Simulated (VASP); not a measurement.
OSZICAR of a VASP run on Ba (bcc):

File OSZICAR:
```
       N       E                     dE             d eps       ncg     rms          rms(c)
DAV:   1     0.588095965722E+02    0.58810E+02   -0.41066E+03   846   0.870E+02
DAV:   2     0.201396294618E+01   -0.56796E+02   -0.55921E+02  1031   0.153E+02
DAV:   3    -0.900429414521E-01   -0.21040E+01   -0.20899E+01  1055   0.343E+01
DAV:   4    -0.121972422798E+00   -0.31929E-01   -0.31893E-01  1313   0.403E+00
DAV:   5    -0.122175850806E+00   -0.20343E-03   -0.20342E-03  1161   0.229E-01    0.284E+00
DAV:   6     0.435624160681E+01    0.44784E+01   -0.36709E+00  1187   0.165E+01    0.508E-01
DAV:   7     0.373157684727E+01   -0.62466E+00   -0.10758E+00   857   0.780E+00    0.588E-01
DAV:   8     0.379870986248E+01    0.67133E-01   -0.80659E-02  1003   0.308E+00    0.612E-01
DAV:   9     0.378453529692E+01   -0.14175E-01   -0.17672E-02   872   0.186E+00    0.204E-01
DAV:  10     0.404636990118E+01    0.26183E+00   -0.23074E-01   847   0.419E+00    0.190E-01
DAV:  11     0.406616392932E+01    0.19794E-01   -0.19665E-02   933   0.162E+00    0.213E-01
DAV:  12     0.401324217981E+01   -0.52922E-01   -0.13136E-01   846   0.333E+00    0.309E-01
DAV:  13     0.401239616344E+01   -0.84602E-03   -0.45967E-03  1254   0.505E-01    0.278E-01
DAV:  14     0.401331728687E+01    0.92112E-03   -0.37006E-04   964   0.201E-01    0.216E-01
DAV:  15     0.401567885503E+01    0.23616E-02   -0.15137E-03   871   0.264E-01    0.926E-02
DAV:  16     0.401638882187E+01    0.70997E-03   -0.37090E-04   885   0.170E-01    0.857E-02
DAV:  17     0.401667337097E+01    0.28455E-03   -0.48679E-04   874   0.223E-01    0.415E-02
DAV:  18     0.401558458551E+01   -0.10888E-02   -0.54386E-04   868   0.191E-01    0.332E-02
DAV:  19     0.401677763644E+01    0.11931E-02   -0.29658E-04   852   0.149E-01    0.313E-02
DAV:  20     0.401704007421E+01    0.26244E-03   -0.10646E-04   875   0.119E-01    0.122E-02
DAV:  21     0.401703724720E+01   -0.28270E-05   -0.19068E-05   986   0.518E-02    0.854E-03
DAV:  22     0.401704369908E+01    0.64519E-05   -0.38502E-06   983   0.201E-02    0.732E-03
DAV:  23     0.401704085263E+01   -0.28465E-05   -0.49367E-06   854   0.263E-02    0.612E-03
DAV:  24     0.401704203833E+01    0.11857E-05   -0.19837E-06   906   0.130E-02    0.609E-03
DAV:  25     0.401704430899E+01    0.22707E-05   -0.91964E-07   962   0.128E-02    0.619E-03
DAV:  26     0.401704350247E+01   -0.80651E-06   -0.28857E-07   949   0.591E-03    0.696E-03
DAV:  27     0.401704397640E+01    0.47392E-06   -0.44601E-08   835   0.323E-03    0.708E-03
DAV:  28     0.401704405322E+01    0.76826E-07   -0.28969E-08   510   0.234E-03
   1 F= 0.40170441E+01 E0= 0.40170860E+01  d E =-.125880E-03
```

**Question.** Which electronic solver shows in the log?

**Answer.** It is blocked Davidson (ALGO = Normal, or the opening steps of other solvers). The INCAR had ALGO = Normal.

**Question.** Can the final energy be trusted as converged?

**Answer.** The run converged. It stopped with EDIFF = 1E-7, NELM = 100 (MS2 meta-GGA, plane waves, VASP's PBE PAW potentials (set 64)).

The compound is Ba in the bcc structure. This cell is one point of a volume scan, at 1.03 of the reference volume.
